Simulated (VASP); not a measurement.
Here is the system:

```yaml
crystal:
  lattice:
    - [-2.09422, 2.09422, 4.28286]
    - [2.09422, -2.09422, 4.28286]
    - [2.09422, 2.09422, -4.28286]
  atoms:
    - { symbol: Sb, position: [0.00000, 0.00000, 0.00000] }
    - { symbol: Au, position: [0.75000, 0.25000, 0.50000] }
    - { symbol: Au, position: [0.25000, 0.75000, 0.50000] }
    - { symbol: Au, position: [0.50000, 0.50000, 0.00000] }
```

Calculation: PBEsol GGA, VASP's PBE PAW potentials (set 64) (plane waves; VASP). Run with 400 eV cut-off, Gaussian smearing of 0.050 eV, potentials Sb Au.

**Question.** Give the energies of bands 9 to 22 at the high-symmetry points, in eV from the Fermi level.

**Answer.** 
```json
[
 {"band": "9", "Γ": "-4.97", "X": "-4.62", "P": "-4.60", "N": "-4.55", "M": "-4.54", "S": "-4.52", "R": "-4.75"},
 {"band": "10", "Γ": "-4.17", "X": "-4.46", "P": "-4.60", "N": "-4.52", "M": "-3.97", "S": "-4.47", "R": "-4.37"},
 {"band": "11", "Γ": "-3.80", "X": "-4.18", "P": "-4.58", "N": "-4.46", "M": "-3.97", "S": "-4.07", "R": "-4.03"},
 {"band": "12", "Γ": "-3.76", "X": "-3.80", "P": "-3.84", "N": "-3.99", "M": "-3.64", "S": "-4.04", "R": "-3.83"},
 {"band": "13", "Γ": "-3.21", "X": "-3.55", "P": "-3.84", "N": "-3.91", "M": "-2.97", "S": "-4.01", "R": "-3.79"},
 {"band": "14", "Γ": "-3.21", "X": "-3.53", "P": "-3.81", "N": "-3.90", "M": "-2.83", "S": "-3.59", "R": "-3.79"},
 {"band": "15", "Γ": "-2.94", "X": "-3.44", "P": "-3.55", "N": "-3.78", "M": "-2.83", "S": "-3.59", "R": "-3.11"},
 {"band": "16", "Γ": "-2.22", "X": "-2.98", "P": "-3.36", "N": "-2.87", "M": "-2.69", "S": "-2.87", "R": "-3.08"},
 {"band": "17", "Γ": "-2.10", "X": "-2.77", "P": "-2.97", "N": "-2.64", "M": "-2.11", "S": "-2.68", "R": "-3.04"},
 {"band": "18", "Γ": "-1.73", "X": "-2.65", "P": "-1.80", "N": "-2.13", "M": "-2.11", "S": "-2.59", "R": "-2.76"},
 {"band": "19", "Γ": "0.82", "X": "-1.46", "P": "-1.80", "N": "-0.30", "M": "-2.10", "S": "0.79", "R": "-1.45"},
 {"band": "20", "Γ": "0.82", "X": "-1.10", "P": "0.92", "N": "2.13", "M": "0.36", "S": "0.82", "R": "0.18"},
 {"band": "21", "Γ": "2.48", "X": "0.82", "P": "1.58", "N": "2.72", "M": "3.32", "S": "2.77", "R": "1.97"},
 {"band": "22", "Γ": "3.47", "X": "4.29", "P": "1.87", "N": "3.86", "M": "3.97", "S": "4.58", "R": "4.20"}
]
```

It has no gap at this level: it comes out as a metal or semimetal.

The structure comes from a computed database's SbAu3 entry (I4/mmm); how it stands against other phases isn't given here. It was relaxed first, which changed the volume by -6 %.
